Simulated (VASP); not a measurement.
Input:

```
Mg3Sb
1.0
   -2.16602     2.16602     4.78174
    2.16602    -2.16602     4.78174
    2.16602     2.16602    -4.78174
Mg Sb
3 1
Direct
  0.50000   0.50000   0.00000
  0.25000   0.75000   0.50000
  0.75000   0.25000   0.50000
  0.00000   0.00000   0.00000
```

Method: PBEsol GGA with spin-orbit coupling, VASP's PBE PAW potentials (set 64) (plane waves; VASP 6.6.1). Run with 400 eV cut-off, 9×9×9 Γ-centred mesh, Gaussian smearing of 0.050 eV, potentials Mg Sb.

Problem. What does the run give for the energy per atom (σ→0), band gap (over mesh and band path) with the smallest direct gap where there is one?

Solution. 
The band gap (over mesh and band path) is none (metal, semimetal or under 0.01 eV) and the energy per atom (σ→0) is -2.610 eV/atom.

The absolute energy has meaning only against runs of the same code, potentials and settings.

The structure comes from a computed database's Mg3Sb entry (I4/mmm); how it stands against other phases isn't given here. It was relaxed first.
